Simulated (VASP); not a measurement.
Here is the system:

```xyz
2
Lattice="0.0000 3.2217 3.2217 3.2217 0.0000 3.2217 3.2217 3.2217 0.0000" Properties=species:S:1:pos:R:3 pbc="T T T"
Mg     3.2217     3.2217     6.4433
Te     1.6108     1.6108     1.6108
```

Level of theory: PBEsol GGA, VASP's PBE PAW potentials (set 64) (plane waves; VASP 6.6.1). Run with 400 eV cut-off, Gaussian smearing of 0.050 eV, potentials Mg Te.

Unless said otherwise, spin-orbit coupling is left out, though it shifts the bands of the heavy elements here.

### Question
Give the energies of bands 2 to 7 at the high-symmetry points, in eV from the valence-band maximum.

### Answer

```tsv
band	Γ	X	U	L	W
2	0.00	-3.09	-2.84	-3.28	-2.72
3	0.00	-1.21	-1.99	-0.42	-1.93
4	0.00	-1.21	-0.97	-0.42	-1.49
5	2.34	2.70	3.34	3.16	4.46
6	5.43	3.48	5.17	5.46	5.65
7	5.43	9.59	7.86	5.46	6.12
```

The gap is direct, 2.34 eV, from the valence maximum at Γ to the conduction minimum at Γ.

Measured: gap 3.67 eV at 2 K (computed value off by -1.33 eV), as given by arXiv:1206.3780.

The compound is MgTe in the zinc blende structure, whereas wurtzite is the usual form. It was relaxed first.
